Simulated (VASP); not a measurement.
A periodic (110) film of ZnS (zinc blende) under biaxial in-plane strain, normal axis and ions relaxed with LDA. Gaps from mBJ in VASP (PAW), over mesh and path in the film cell's folded zone.

```
strain (%)  gap (eV)
----------  --------
-1             3.909
+0             3.909
+1             3.802
```

Problem. Take the slope on the side of tension and predict the gap at +2 %.

Solution. The slope is -0.107 eV per cent, which gives 3.909 + (-0.107)(+2) = 3.70 eV. The run gave 3.68 eV, -0.02 eV from the line.

Runs of the series that failed, ran out of time, didn't relax or are held back are left out.

The compound is ZnS in the zinc blende structure.
